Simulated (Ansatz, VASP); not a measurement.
# TaInSe3: VASP beside Ansatz

Aim: how closely do two programs agree when they are given the same cell, functional and k mesh? The cell is generated by rule, not measured, and may not be a known phase. The cell is taken from a series of runs on this material, whose earlier steps may have relaxed, scaled, displaced or heated it; both programs get it as it stands.

Program: Ansatz 0.2.0. Level of theory: plane waves, with VASP 6.6.1 beside it; relaxation of cell and atoms at PBEsol. Results are calculated unless marked as measured.

The structure was built from a prototype and need not be the compound's stable phase.

### 1. The structure

The structure is cubic, space group Pm-3m (No. 221). Conventional cell: a = 5.020 Å, b = 5.020 Å, c = 5.020 Å, α = 90.00°, β = 90.00°, γ = 90.00°. Nearest to In lie 12 Se at 3.55 Å. Nearest to Ta lie 6 Se at 2.51 Å. Nearest to Se lie 2 Ta at 2.51 Å. Farther neighbours and most contacts between anions are not listed.

### 2. VASP: relaxation of cell and atoms, PBEsol, pair 1

The relaxed volume is the usual yardstick between codes: in a stiff, nearly cubic crystal its relative difference is about their pressure difference at one cell divided by the bulk modulus.

Lines of VASP's logs that name or quote its potential files are left out, and so is its time.

File INCAR:

```
SYSTEM = TaInSe3
PREC = Accurate
ENCUT = 500
EDIFF = 1E-07
NELM = 120
ISMEAR = 1
SIGMA = 0.15
LREAL = .FALSE.
ALGO = Normal
GGA = PS
NBANDS = 27
LASPH = .TRUE.
LORBIT = 11
LWAVE = .FALSE.
LCHARG = .FALSE.
ISIF = 3
IBRION = 2
NSW = 80
EDIFFG = -0.005
GGA_COMPAT = .FALSE.
NELMIN = 4
KPAR = 2
```

File POSCAR:

```
TaInSe3
1.0
    5.0197410000      0.0000000000      0.0000000000
    0.0000000000      5.0197410000      0.0000000000
    0.0000000000      0.0000000000      5.0197410000
In Ta Se
1 1 3
Direct
    0.0000000000      0.0000000000      0.0000000000
    0.5000000996      0.5000000996      0.5000000996
    0.5000000996      0.5000000996      0.0000000000
    0.5000000996      0.0000000000      0.5000000996
    0.0000000000      0.5000000996      0.5000000996
```

File KPOINTS:

```
Automatic mesh
0
Gamma
6 6 6
0 0 0
```

PAW data sets: In_d, Ta_pv and Se (PBE family, release 64).

Run with:

```bash
mpirun -np 2 vasp_std
```

Numbers of over 12 decimals in the logs are rounded to 6 here.

The program printed:

```text
[banner, memory and clock lines left out]
running    2 mpi-ranks, on    1 nodes
 distrk:  each k-point on    1 cores,    2 groups
 distr:  one band on    1 cores,    1 groups

 POSCAR found type information on POSCAR InTaSe
 POSCAR found :  3 types and       5 ions
|                                                                             |
|               ----> ADVICE to this user running VASP <----                  |
|                                                                             |
|     You enforced a specific xc type in the INCAR file but a different       |
|     [... a line on the potential file left out ...]
|     I HOPE YOU KNOW WHAT YOU ARE DOING!                                     |
|                                                                             |

 LDA part: xc-table for (Slater+PW92), standard interpolation
 POSCAR, INCAR and KPOINTS ok, starting setup
 FFT: planning ... GRIDC
 FFT: planning ... GRID_SOFT
 FFT: planning ... GRID
 WAVECAR not read
 entering main loop
       N       E                     dE             d eps       ncg     rms          rms(c)
DAV:   1     0.354790769985E+03    0.35479E+03   -0.19412E+04  1088   0.151E+03
DAV:   2     0.605883867421E+01   -0.34873E+03   -0.33941E+03  1178   0.379E+02
DAV:   3    -0.293424987758E+02   -0.35401E+02   -0.34157E+02  1412   0.117E+02
DAV:   4    -0.308839953524E+02   -0.15415E+01   -0.15291E+01  1281   0.247E+01
DAV:   5    -0.309372536750E+02   -0.53258E-01   -0.53187E-01  1711   0.466E+00    0.163E+01
DAV:   6    -0.290746569836E+02    0.18626E+01   -0.11946E+01  1229   0.174E+01    0.669E+00
DAV:   7    -0.288860019378E+02    0.18866E+00   -0.19052E+00  1347   0.714E+00    0.475E+00
DAV:   8    -0.288266699336E+02    0.59332E-01   -0.24571E-01  1357   0.328E+00    0.340E-01
DAV:   9    -0.288276172032E+02   -0.94727E-03   -0.18331E-02  1348   0.987E-01    0.244E-01
DAV:  10    -0.288275279491E+02    0.89254E-04   -0.87550E-04  1559   0.229E-01    0.185E-01
DAV:  11    -0.288275489289E+02   -0.20980E-04   -0.19887E-04  1297   0.824E-02    0.189E-02
DAV:  12    -0.288275516422E+02   -0.27133E-05   -0.29750E-05  1472   0.494E-02    0.137E-02
DAV:  13    -0.288275518379E+02   -0.19574E-06   -0.17610E-06  1402   0.958E-03    0.407E-03
DAV:  14    -0.288275519026E+02   -0.64634E-07   -0.59238E-07  1080   0.534E-03
   1 F= -.28827552E+02 E0= -.28829832E+02  d E =-.288276E+02
[...]
2 F= -.28827823E+02 E0= -.28829934E+02  d E =-.271497E-03
[...]
3 F= -.28827894E+02 E0= -.28830002E+02  d E =-.341705E-03
 curvature:  -0.18 expect dE=-0.245E-04 dE for cont linesearch -0.245E-04
 ZBRENT: interpolating
 opt :   0.5147  next Energy=   -28.827930 (dE=-0.378E-03)
 bond charge predicted
       N       E                     dE             d eps       ncg     rms          rms(c)
DAV:   1    -0.288282222810E+02   -0.32872E-03   -0.81584E-03  1346   0.962E-01    0.113E-01
DAV:   2    -0.288279790422E+02    0.24324E-03   -0.60398E-04  1198   0.273E-01    0.422E-02
DAV:   3    -0.288279339943E+02    0.45048E-04   -0.15968E-04  1465   0.107E-01    0.137E-02
DAV:   4    -0.288279319091E+02    0.20852E-05   -0.12073E-05  1290   0.250E-02    0.876E-03
DAV:   5    -0.288279327554E+02   -0.84630E-06   -0.16111E-06  1176   0.911E-03    0.325E-03
DAV:   6    -0.288279330507E+02   -0.29525E-06   -0.16869E-07   914   0.508E-03    0.860E-04
DAV:   7    -0.288279331054E+02   -0.54776E-07   -0.40788E-08   582   0.127E-03
   4 F= -.28827933E+02 E0= -.28830037E+02  d E =-.381203E-03
 curvature:  -0.26 expect dE=-0.172E-06 dE for cont linesearch -0.172E-06
 trial: gam= 0.00000 g(F)=  0.756E-48 g(S)=  0.669E-06 ort =-0.177E-04 (trialstep = 0.903E+00)
 search vector abs. value=  0.669E-06
 reached required accuracy - stopping structural energy minimisation
```

OUTCAR, selected parts (step 2):

```text
ion  position               nearest neighbor table
   1  0.000  0.000  0.000-
   2  0.500  0.500  0.500-   3 2.51   4 2.51   5 2.51   3 2.51   4 2.51   5 2.51
   3  0.500  0.500  0.000-   2 2.51   2 2.51
   4  0.500  0.000  0.500-   2 2.51   2 2.51
   5  0.000  0.500  0.500-   2 2.51   2 2.51

  LATTYP: Found a simple cubic cell.
 ALAT       =     5.0197410000

 Subroutine GETGRP returns: Found 48 space group operations
 (whereof 48 operations were pure point group operations)

The static configuration has the point symmetry O_h .

 Found     20 irreducible k-points:

   k-points           NKPTS =     20   k-points in BZ     NKDIM =     20   number of bands    NBANDS=     27

   dimension x,y,z NGX =    40 NGY =   40 NGZ =   40
   dimension x,y,z NGXF=    80 NGYF=   80 NGZF=   80

   ENCUT  =  500.0 eV  36.75 Ry    6.06 a.u.   9.15  9.15  9.15*2*pi/ulx,y,z

   NELECT =      42.0000    total number of electrons

 k-points in reciprocal lattice and weights: Automatic mesh
   0.00000000  0.00000000  0.00000000       0.005
   0.16666667  0.00000000  0.00000000       0.028
   0.33333333  0.00000000  0.00000000       0.028
   0.50000000  0.00000000  0.00000000       0.014
   0.16666667  0.16666667  0.00000000       0.056
   0.33333333  0.16666667  0.00000000       0.111
   0.50000000  0.16666667  0.00000000       0.056
   0.33333333  0.33333333  0.00000000       0.056
   0.50000000  0.33333333  0.00000000       0.056
[...]
0.50000000  0.50000000  0.33333333       0.028
   0.50000000  0.50000000  0.50000000       0.005

 average (electrostatic) potential at core
       1 -96.6242       2 -39.7500       3 -53.9662       4 -53.9662       5 -53.9662

 E-fermi :   3.9724

 k-point     1 :       0.0000    0.0000    0.0000
  band No.  band energies     occupation
    ...
     20       3.1959      2.00000
     21       3.1959      2.00000
     22       3.2201      2.00000
     23       3.2201      2.00000
     24       3.2201      2.00000
     25       5.5233     -0.00000
     26       5.5233     -0.00000
     27       7.4117      0.00000

 k-point     2 :       0.1667    0.0000    0.0000
  band No.  band energies     occupation
    ...
     18       2.5582      2.00000
     19       2.6367      2.00000
     20       3.0732      2.00000
     21       3.0732      2.00000
     22       3.2065      2.00000
     23       4.2796     -0.01365
     24       4.2796     -0.01365
     25       5.5336     -0.00000
     26       6.0772     -0.00000
     27       7.9160      0.00000

 k-point     3 :       0.3333    0.0000    0.0000
  band No.  band energies     occupation
    ...
     18       2.3110      2.00000
     19       3.1275      2.00000
     20       3.1547      2.00000
     21       3.1547      2.00000
     22       3.2278      2.00000
     23       5.3555     -0.00000
     24       5.3555     -0.00000
     25       5.5489     -0.00000
     26       5.9553     -0.00000
     27       7.0208      0.00000

  Total       -0.0048073     -0.0048073     -0.0048073     -0.0000000     -0.0000000      0.0000000
  in kB       -0.0607784     -0.0607784     -0.0607784     -0.0000000     -0.0000000      0.0000000
  external PRESSURE =      -0.0607784 kB  Pullay stress =       0.0000000 kB

  energy-cutoff  :      500.00
  volume of cell :      126.73
      direct lattice vectors                 reciprocal lattice vectors
     5.022908636  0.000000000  0.000000000     0.199087834 -0.000000000  0.000000000
     0.000000000  5.022908636  0.000000000    -0.000000000  0.199087834  0.000000000
    -0.000000000 -0.000000000  5.022908636    -0.000000000 -0.000000000  0.199087834

 POSITION                                       TOTAL-FORCE (eV/Angst)
 -----------------------------------------------------------------------------------
      0.00000      0.00000      0.00000        -0.000000     -0.000000      0.000000
      2.51145      2.51145      2.51145         0.000000      0.000000      0.000000
      2.51145      2.51145      0.00000        -0.000000     -0.000000      0.000000
      2.51145     -0.00000      2.51145         0.000000      0.000000      0.000000
     -0.00000      2.51145      2.51145         0.000000      0.000000      0.000000
 -----------------------------------------------------------------------------------
    total drift:                               -0.000636     -0.000636     -0.000636

  FREE ENERGIE OF THE ION-ELECTRON SYSTEM (eV)
  ---------------------------------------------------
  free  energy   TOTEN  =       -28.8279331054 eV

  energy  without entropy=      -28.8342434559  energy(sigma->0) =      -28.83003656

 reached required accuracy - stopping structural energy minimisation

 total charge
# of ion       s       p       d       tot
------------------------------------------
    1        1.162   0.155   9.850  11.168
    2        0.304   6.192   2.269   8.764
    3        1.458   2.392   0.033   3.883
    4        1.458   2.392   0.033   3.883
    5        1.458   2.392   0.033   3.883
--------------------------------------------------
tot          5.839  13.522  12.219  31.580

[... 3 further parts left out ...]
```

The run keeps the 48 symmetry operations of its start, so it cannot find a distortion of lower symmetry.

### 3. Ansatz: relaxation of cell and atoms, PBEsol, pair 1

Ansatz runs on its default PAW (the set named soft_2) files.

The same cell, functional, mesh and smearing now go to Ansatz, which takes its cutoff from its data sets.

File input.yaml:

```yaml
crystal:
  lattice:
    - [5.019741282, 0.0, 0.0]
    - [0.0, 5.019741282, 0.0]
    - [0.0, 0.0, 5.019741282]
  atoms:
    - { symbol: In, position: [0.0, 0.0, 0.0] }
    - { symbol: Ta, position: [0.5, 0.5, 0.5] }
    - { symbol: Se, position: [0.5, 0.5, 0.0] }
    - { symbol: Se, position: [0.5, 0.0, 0.5] }
    - { symbol: Se, position: [0.0, 0.5, 0.5] }
kpoints:
  mp_grid: { grid: [6, 6, 6] }
hamiltonian:
  xc: pbesol
scf:
  occupations: { method: methfessel_paxton, width: 0.15 }
output:
  forces: true
  stress: true
  eigenvalues: true
relax:
  adjacent_minimum: "off"
  f_tol: 0.001
  max_steps: 60
  cell: { stress_tol: 0.01 }
```

Run with:

```bash
ansatz run input.yaml --threads 8 --pin off --max-ram 14336MiB --backend cpu --events-out ev --progress --plain --runs-dir out
```

The program printed:

```text
Engine: ansatz 0.2.0, aarch64-unknown-linux-gnu
Pseudopotentials: kind: paw
Pseudopotential: In, paw, valence charge 13, recommended cutoff 420 eV (normal), In.paw.azcp
Pseudopotential: Ta, paw, valence charge 13, recommended cutoff 420 eV (normal), Ta.paw.azcp
Pseudopotential: Se, paw, valence charge 16, recommended cutoff 420 eV (normal), Se.paw.azcp
Functional definition: PBEsol
  exchange = pbesol_x
  correlation = pbesol_c
Crystal: 5 atoms, lattice volume = 126.486 Å³
Basis set: ecut = 420 eV, 2517 PW (Γ), exchange–correlation on 72×72×72 points (8 copies of the dense FFT grid, shifted against one another)
Bands: 45, of which v1, the nominal top of the filled ones, is band 37 counted from 1 (36 counted from 0)
Symmetry: 48 space group operations
Space group: Pm-3m (ITA 221), of the structure as read, at distance tolerance 5.0e-5 Å
k-points: 20 of 216
Non-local potential: In, projectors of the file, l = 0: 2, l = 1: 2, l = 2: 2, l = 3: 2
Non-local potential: Ta, projectors of the file, l = 0: 3, l = 1: 2, l = 2: 2, l = 3: 1
Non-local potential: Se, projectors of the file, l = 0: 2, l = 1: 2, l = 2: 3, l = 3: 1
PAW form: soft (Blöchl's): semilocal exchange-correlation on the pseudo side does not see the compensation charge
PAW frozen core: In, regenerated for the run's functional, and the local potential with it (the file was generated under x = pbe(κ = 0.804, μ = 0.219515), c = pbe(β = 0.066725))
PAW frozen core: Ta, regenerated for the run's functional, and the local potential with it (the file was generated under x = pbe(κ = 0.804, μ = 0.219515), c = pbe(β = 0.066725))
PAW frozen core: Se, regenerated for the run's functional, and the local potential with it (the file was generated under x = pbe(κ = 0.804, μ = 0.219515), c = pbe(β = 0.066725))
PAW one-centre angular grid: In, 590 points (default); XC on 64 Gauss nodes
PAW one-centre angular grid: Ta, 590 points (default); XC on 64 Gauss nodes
PAW one-centre angular grid: Se, 590 points (default); XC on 64 Gauss nodes
Initial density: superposition of atomic densities (neutral atoms: chi_scale 0, normalization atom), corrected by the library's trained network
Initial wavefunctions: pseudopotential atomic-orbital guess
Functional: x = pbesol(κ = 0.804, μ = 0.123457), c = pbesol(β = 0.046)
SCF iter   1: F=—  HF=-31606.297938 eV  |F-HF|=—  |Δ(HF+E_count)|=         —  Δρ=3.77e-3  dr2=3.74e-2  ethr=1.77e-3  ⟨swp⟩=6.8  Hψ=3266  notcnv=0
preconditioner: auto → Resta (q_TF=auto, 2.495 Å⁻¹)  ε∞=4.5  [insulator: Δε(μ)=0.297 eV  Ē_g=10.561 eV  σ=0.150 eV  W_gap=0.93  n_scr=26 (ndim 8)  ℏωp=19.8 eV  f_vac=0.021  D(μ)=0.21/eV (n_scr^D=0)  ε∞_Penn≈4.5]
SCF iter   2: F=—  HF=-31606.290942 eV  |F-HF|=—  |Δ(HF+E_count)|=   7.00e-3  S|Δr|=    0.00e0  Δρ=1.81e-3  dr2=6.85e-3  ethr=5.05e-5  ⟨swp⟩=2.3  Hψ=1321  notcnv=0
SCF iter   3: F=—  HF=-31606.289182 eV  |F-HF|=—  |Δ(HF+E_count)|=   1.76e-3  S|Δr|=    0.00e0  Δρ=6.51e-4  dr2=1.32e-3  ethr=9.25e-6  ⟨swp⟩=2.0  Hψ=1075  notcnv=0  defer=5
SCF iter   4: F=—  HF=-31606.288904 eV  |F-HF|=—  |Δ(HF+E_count)|=   2.78e-4  S|Δr|=    0.00e0  Δρ=2.26e-4  dr2=1.08e-4  ethr=1.79e-6  ⟨swp⟩=2.0  Hψ=1064  notcnv=0  defer=5
SCF iter   5: F=—  HF=-31606.288891 eV  |F-HF|=—  |Δ(HF+E_count)|=   1.28e-5  S|Δr|=    0.00e0  Δρ=1.09e-4  dr2=1.39e-5  ethr=1.45e-7  ⟨swp⟩=2.0  Hψ=1577  notcnv=0  defer=5
SCF iter   6: F=—  HF=-31606.288907 eV  |F-HF|=—  |Δ(HF+E_count)|=   1.59e-5  S|Δr|=    0.00e0  Δρ=2.18e-5  dr2=5.24e-7  ethr=1.87e-8  ⟨swp⟩=2.9  Hψ=1646  notcnv=0  defer=5
SCF iter   7: F=-31606.288908 eV  HF=-31606.288908 eV  |F-HF|=2.09e-8  |Δ(HF+E_count)|=   2.83e-7  S|Δr|=    0.00e0  Δρ=4.88e-6  dr2=2.47e-8  ethr=1.35e-10  ⟨swp⟩=8.9  Hψ=3893  notcnv=0
SCF 1 converged in 7 iterations: F = -31606.288908 eV  dr2 = 2.47e-8
  greatest PAW one-centre occupation: 1.000 electrons in one spin orbital (limit 2), on the Se atom at site 2 (counted from 0), in its partial waves of l = 2
relax step   1: F+E_penalty+E_count = -31606.28890758 eV  Δ(F+E_penalty+E_count) = +0.000e0 eV  max|allowed force component| = 2.735e-29 eV/Å  Δτ_max = 0.0000 Å  P = -0.023 GPa  Ω = 126.486 Å³  (7 SCF iters, dr2 threshold 1.00e-7 eV, accepted)
[...]
relax step   2: F+E_penalty+E_count = -31606.28891810 eV  Δ(F+E_penalty+E_count) = -1.052e-5 eV  max|allowed force component| = 4.483e-30 eV/Å  Δτ_max = 0.0000 Å  P = +0.010 GPa  Ω = 126.433 Å³  energy of the carried Pulay correction = +8.380e-6 eV  (5 SCF iters, dr2 threshold 1.33e-9 eV, accepted)
[...]
relax step   3: F+E_penalty+E_count = -31606.28891605 eV  Δ(F+E_penalty+E_count) = +2.044e-6 eV  max|allowed force component| = 2.096e-29 eV/Å  Δτ_max = 0.0000 Å  P = +0.000 GPa  Ω = 126.449 Å³  energy of the carried Pulay correction = +5.821e-6 eV  (5 SCF iters, dr2 threshold 2.57e-10 eV, accepted)
[...]
relax step   4: F+E_penalty+E_count = -31606.28891605 eV  Δ(F+E_penalty+E_count) = -3.638e-12 eV  max|allowed force component| = 6.061e-29 eV/Å  Δτ_max = 0.0000 Å  P = +0.000 GPa  Ω = 126.449 Å³  stress off target by 7.27e-6 GPa  SCF on the basis re-selected at this cell (its energy is not comparable with the rows above)  (5 SCF iters)
basis re-selected at this cell: Δ(F+E_penalty+E_count) = -3.638e-12 eV, ΔP = -0.000 GPa vs the last step (what re-selecting the basis moved, of the pressure what is left beyond the Pulay correction that the steps carried, after the strain that the cell walked since its last selection, with what the two solves' SCF thresholds leave and, on support functions, any second-order correction that the steps lacked; it is no  [...]
SCF converged after 5 iterations
Stability not checked: this state was not tested for a lower state beside it, because cold or Methfessel-Paxton smearing, or corrected tetrahedra, fill the levels in a way that the test cannot read (fill_not_monotonic; see scf.lower_state_search)
Free energy (F): -31606.288916 eV
Harris-Foulkes:  -31606.288916 eV  (|F-HF|=3.64e-12)
Internal energy: -31606.296040 eV  (E = F + TS)
E sigma→0 (E₀):  -31606.290697 eV
Entropy (-TS):   0.007124 eV (1.425 meV/atom)
Fermi energy:    9.195485 eV
Step filling:    the computed levels leave a gap of 0.2962 eV = 2.0 smearing widths at the electron count; against every level under it full and every level over it empty, smearing changes F+E_penalty+E_count by +1.807 meV and its σ→0 estimate by +0.026 meV
--- Per-component energies (eV) ---
  E_band       = -1374.841021
  E_kinetic    = 961.016586
  E_local      = -9597.017815  (includes V_loc(G=0)·N_el)
  E_nonlocal   = -1395.210880
  E_hartree    = 4503.994068
  E_xc         = -740.930589
  E_vxc        = -598.025794  (∫ρ·V_xc dr)
  E_paw        = -17953.431857  (= ΣΔE_a)
  E_vpaw       = 246.410390  (= ΣTr[D̂ρ^β])
  E_aug_tail   = -0.001649  (compensation charges beyond the density's cutoff)
  E_ewald      = -7388.188805
  E_core_change = 3.474900  (= ΣΔE_core)
  E_smearing   = 0.007124  (= −TS)
  E_closure    = -0.000000  (closes the sum)
  Σ components = -31606.288916   (vs F -31606.288916, Δ=0.00e0)
--- Forces (eV/Å), atoms counted from 1 ---
  atom   1  In    -0.00000000     0.00000000    -0.00000000
  atom   2  Ta     0.00000000     0.00000000     0.00000000
  atom   3  Se     0.00000000    -0.00000000     0.00000000
  atom   4  Se     0.00000000    -0.00000000     0.00000000
  atom   5  Se     0.00000000    -0.00000000    -0.00000000
  max |Σ_I F_I| component: 7.56e-29 eV/Å
--- Stress (GPa, compression-positive) ---
        0.000007       0.000000      -0.000000
        0.000000       0.000007      -0.000000
       -0.000000      -0.000000       0.000007
  P = ⅓ Tr σ = 0.0000 GPa (0.000 kbar)
--- Band table (eV; the first three rows and the last of 20) ---
  k-point 0: bands = [... 33 lower, 7.8725, 8.3767, 8.3767, 8.3767, 8.3920, 8.3920, 8.3920, 10.7157, ... 4 higher]
  k-point 1: bands = [... 33 lower, 7.7335, 7.8138, 8.2466, 8.2466, 8.3873, 9.4599, 9.4599, 10.7262, ... 4 higher]
  k-point 2: bands = [... 33 lower, 7.4860, 8.3093, 8.3280, 8.3280, 8.4088, 10.5404, 10.5404, 10.7417, ... 4 higher]
  k-point 19: bands = [... 33 lower, 5.4114, 9.3707, 9.3707, 9.3707, 10.8226, 10.8226, 10.8226, 14.7938, ... 4 higher]
--- Relaxed structure (3 steps of the walk, 3 accepted, 1 SCFs on fresh bases) ---
  F+E_penalty+E_count = -31606.28891605 eV   max|allowed force component| = 6.061e-29 eV/Å   (the final SCF, on the basis selected at the relaxed cell)
  cell:  # Å, volume = 126.4495 Å³
    - [5.019252, 0, 0]
    - [0, 5.019252, 0]
    - [0, 0, 5.019252]
  atoms:
    - { symbol: In, position: [0, 0, 0] }
    - { symbol: Ta, position: [0.500000, 0.500000, 0.500000] }
    - { symbol: Se, position: [0.500000, 0.500000, 0] }
    - { symbol: Se, position: [0.500000, 0, 0.500000] }
    - { symbol: Se, position: [0, 0.500000, 0.500000] }
```

Reading the cycles: dr2 is the Hartree energy of the density residual (eV), the measure of convergence; HF is the Harris–Foulkes estimate of the energy, which meets the free energy F at convergence.

### 4. Comparison

Known differences besides the potentials themselves: the data sets hold 74 valence electrons in Ansatz (on its default PAW (the set named soft_2) files) and 42 in VASP; the cutoff is 420 eV in Ansatz and 500 eV in VASP; Ansatz makes its cores anew for this functional, VASP keeps those of its PBE data sets; Ansatz adds a Pulay correction to the stress that steers its cell, VASP none. Total energies have different zeros and are not compared.

Compared:

| quantity | Ansatz | VASP | difference |
| --- | --- | --- | --- |
| volume (Å³) | 126.45 | 126.73 | -0.22 % |
| edge a after relaxation, in the typed setting (Å) | 5.019 | 5.023 | -0.07 % |

[end of part 1 of 2]

[Lines on the potential files, build, host, timing and source positions are cut from VASP's logs without a mark.]

[Logs are printed without paths, hosts, clocks, repeated set-up lines and the standing remarks that a program may print on its own settings, such as how far it seeks lower states.]

[Hosts, paths, dates, database ids (printed as entryN), source tags and the programs' standing remarks are cut or masked in the printed files.]
